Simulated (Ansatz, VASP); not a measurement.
# Te in two plane-wave programs, part 2 of 2

Aim: how closely do two programs agree when they are given the same cell, functional and k mesh? The cell is taken from a series of VASP runs on this material, whose earlier steps may have relaxed, scaled or displaced it; both programs get it as it stands.

VASP 6.6.1 and Ansatz 0.2.0.

So far. Step 4 (Comparison): The walks stopped with 0.02 GPa left in Ansatz and 0.00 GPa in VASP; each walk ends within a tolerance, so the volume difference is uncertain by about these residues over the bulk modulus, most in soft cells.

## Step 5: Ansatz: relaxation of cell and atoms, PBEsol with D3(BJ)

Level of this step: Ansatz beside VASP: Kohn-Sham DFT, plane waves, PBEsol with D3(BJ) (Ansatz).

The relaxed volume is the usual yardstick between codes: its relative difference is about their pressure difference at one cell divided by the bulk modulus. The cell compared in this pair holds 90.64 Å³, against 93.98 Å³ for the pair before.

The cell is taken from a series of VASP runs on this material, whose earlier steps may have relaxed, scaled or displaced it; both programs get it as it stands.

Contents of input.yaml:

```yaml
crystal:
  lattice:
    - [4.1922254906, 0.0, 0.0]
    - [-2.0961127453, 3.6305737732, 0.0]
    - [0.0, 0.0, 5.9551044812]
  atoms:
    - { symbol: Te, position: [0.7052329391, 0.7052329391, 0.0] }
    - { symbol: Te, position: [1.0, 0.2947670609, 0.6666666667] }
    - { symbol: Te, position: [0.2947670609, 0.0, 0.3333333333] }
hamiltonian:
  xc: pbesol
  pseudopotentials: { kind: paw }
  dispersion: d3bj
kpoints:
  mp_grid: { grid: [8, 8, 6] }
scf:
  occupations: { method: gaussian, width: 0.03 }
relax:
  f_tol: 0.01
  max_steps: 60
  cell: { stress_tol: 0.05 }
output:
  forces: true
  stress: true
```

The run is started by

```bash
> ansatz run input.yaml --threads 4 --pin off --max-ram 9216MiB --backend cpu --events-out ev --progress --plain --runs-dir out
```

Numbers of over 12 decimals in the logs are rounded to 6 here.

The log of the run:

```text
[...]
Crystal: 3 atoms, lattice volume = 90.638 Å³
Basis set: ecut = 420 eV, 1717 PW (Γ), exchange–correlation on 60×60×80 points (8 copies of the dense FFT grid, shifted against one another)
Bands: 29, of which v1, the nominal top of the filled ones, is band 24 counted from 1 (23 counted from 0)
Symmetry: 6 space group operations
[...]
k-points: 50 of 384 (time reversal used)
[...]
0.000000      -0.000000       0.023015
  P = ⅓ Tr σ = 0.0242 GPa (0.242 kbar)
--- Relaxed structure (3 steps of the walk, 3 accepted, 1 SCFs on fresh bases) ---
[...]
cell:  # Å, volume = 90.5895 Å³
    - [4.192728, 0.0, 0.0]
    - [-2.096364, 3.631009, 0]
    - [0.0, 0, 5.950506]
  atoms:
    - { symbol: Te, position: [0.706211, 0.706211, 0.0] }
    - { symbol: Te, position: [1.000000, 0.293789, 0.666667] }
    - { symbol: Te, position: [0.293789, 0, 0.333333] }
[key lines of the parts left out:]
SCF converged after 8 iterations
Free energy (F): -20705.876459 eV
Fermi energy:    10.485305 eV
```

Wall time 10 s (4 threads of Arm Neoverse V1, shared host); peak memory 0.41 GiB; 40 s of CPU time.

## Step 6: VASP: relaxation of cell and atoms, PBEsol with D3(BJ)

The same cell, functional, mesh and smearing now go to VASP, with its own data sets and cutoff.

Contents of INCAR:

```
SYSTEM = Te
PREC = Accurate
ENCUT = 450
EDIFF = 1E-07
NELM = 100
ISMEAR = 0
SIGMA = 0.03
LREAL = .FALSE.
ALGO = Normal
GGA = PS
IVDW = 12
NBANDS = 15
LORBIT = 11
LWAVE = .FALSE.
LCHARG = .FALSE.
KPAR = 4
IBRION = 2
NSW = 50
ISIF = 3
EDIFFG = -0.002
```

Contents of POSCAR:

```
Te
1.0
    4.1922254906      0.0000000000      0.0000000000
   -2.0961127453      3.6305737732      0.0000000000
    0.0000000000      0.0000000000      5.9551044812
Te
3
Direct
    0.7052329391      0.7052329391      0.0000000000
    1.0000000000      0.2947670609      0.6666666667
    0.2947670609      0.0000000000      0.3333333333
```

Contents of KPOINTS:

```
Automatic mesh
0
Gamma
8 8 6
0 0 0
```

The projector-augmented-wave data sets are Te (PBE family, release 64).

The run is started by

```bash
> mpirun -np 4 vasp_std
```

The log of the run:

```text
[banner, memory and clock lines left out]
running    4 mpi-ranks, on    1 nodes
[...]
|                                                                             |
|               ----> ADVICE to this user running VASP <----                  |
|                                                                             |
|     You enforced a specific xc type in the INCAR file but a different       |
|     [... a line on the potential file left out ...]
|     I HOPE YOU KNOW WHAT YOU ARE DOING!                                     |
|                                                                             |

 LDA part: xc-table for (Slater+PW92), standard interpolation
 POSCAR, INCAR and KPOINTS ok, starting setup
[...]
entering main loop
       N       E                     dE             d eps       ncg     rms          rms(c)
DAV:   1     0.677350354981E+02    0.67735E+02   -0.60766E+03  1500   0.865E+02
DAV:   2    -0.636891834436E+01   -0.74104E+02   -0.70848E+02  2100   0.137E+02
DAV:   3    -0.104908763736E+02   -0.41220E+01   -0.41045E+01  1731   0.370E+01
DAV:   4    -0.105569820935E+02   -0.66106E-01   -0.66095E-01  2236   0.554E+00
[...]
DAV:  10    -0.105394826137E+02   -0.47973E-06   -0.82599E-06  1801   0.187E-02    0.106E-02
DAV:  11    -0.105394810348E+02    0.15789E-05   -0.35949E-06  1850   0.113E-02    0.464E-03
DAV:  12    -0.105394811058E+02   -0.70959E-07   -0.41291E-07  1906   0.379E-03
   1 F= -.11916318E+02 E0= -.11916318E+02  d E =-.119163E+02
[...]
reached required accuracy - stopping structural energy minimisation
```

OUTCAR, selected parts (step 6):

```text
 Edisp (eV)   -1.37684

  Total      -0.00113    -0.00113    -0.00268     0.00000     0.00000     0.00000
  in kB      -0.02000    -0.02000    -0.04732     0.00000     0.00000     0.00000
  external pressure =       -0.03 kB  Pullay stress =        0.00 kB

 POSITION                                       TOTAL-FORCE (eV/Angst)
 -----------------------------------------------------------------------------------
      1.47825      2.56040      0.00000         0.000262      0.000454      0.000000
     -0.61786      1.07017      3.97007         0.000262     -0.000454     -0.000000
      1.23573      0.00000      1.98503        -0.000524     -0.000000      0.000000
 -----------------------------------------------------------------------------------
    total drift:                               -0.000000     -0.000000     -0.000000

  FREE ENERGIE OF THE ION-ELECTRON SYSTEM (eV)
  ---------------------------------------------------
  free  energy   TOTEN  =       -11.9163176129 eV

  energy  without entropy=      -11.9163176086  energy(sigma->0) =      -11.91631761

[... 2 parts as in an earlier step ...]

[... 2 further parts left out ...]
[key lines of the parts left out:]
E-fermi :   7.3136
```

## Step 7: Comparison

What differs besides the data sets and the points named for the pairs above, as far as they apply: Ansatz makes its cores anew for this functional, VASP keeps those of its PBE data sets; VASP leaves aspherical gradient terms in its spheres out (LASPH is not set), Ansatz keeps them. Total energies have different zeros and are not compared.

Both answers:

```
                                         quantity  Ansatz   VASP  difference
                                      volume (Å³)   90.59  90.64     -0.05 %
edge a after relaxation, in the typed setting (Å)   4.193  4.192     +0.01 %
edge c after relaxation, in the typed setting (Å)   5.950  5.955     -0.08 %
```

The walks stopped with 0.02 GPa left in Ansatz and 0.00 GPa in VASP; each walk ends within a tolerance, so the volume difference is uncertain by about these residues over the bulk modulus, most in soft cells.

## Step 8: Outcome

* difference in edge c after relaxation, in the typed setting (relaxation of cell and atoms, LDA): -0.13 %
* difference in edge c after relaxation, in the typed setting (relaxation of cell and atoms, PBEsol with D3(BJ)): -0.077 %

**Reading.** The difference in edge c after relaxation, in the typed setting is -0.13 % (relaxation of cell and atoms, LDA), within the 1.2 % picked in this series as the mark of a large difference, as far as the stopping tolerances let one tell. Such differences can come from data sets, numerical settings and the points named under the comparisons, not from the functional's error against experiment.

[Lines on the potential files, build, host, timing and source positions are cut from VASP's logs without a mark.]

[Logs are printed without paths, hosts, clocks, repeated set-up lines and the standing remarks that a program may print on its own settings, such as how far it seeks lower states.]

[Hosts, paths, dates, database ids (printed as entryN), source tags and the programs' standing remarks are cut or masked in the printed files.]
